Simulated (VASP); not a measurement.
Data:

```
Cs
1.0
   -3.18459     3.18459     3.18459
    3.18459    -3.18459     3.18459
    3.18459     3.18459    -3.18459
Cs
1
Direct
  0.00000   0.00000   0.00000
```

All values below come from revPBE GGA, VASP's PBE PAW potentials (set 64) (plane waves; VASP 6.6.1). Run with 520 eV cut-off, 7×7×7 Γ-centred mesh, first-order Methfessel-Paxton smearing of 0.10 eV, potentials Cs_sv.

Unless said otherwise, spin-orbit coupling is left out, though it shifts the bands of the heavy elements here.

### Question
Estimate the energy per atom (σ→0), band gap (on the k-mesh) with the smallest direct gap where there is one.

### Answer

```yaml
band gap (on the k-mesh): none (metal, semimetal or under 0.01 eV)
energy per atom (σ→0): -0.754 eV/atom
```

The absolute energy has meaning only against runs of the same code, potentials and settings.

The compound is Cs in the bcc structure. It was relaxed first, which changed the volume by +14 %. The start is the result of an earlier pass.
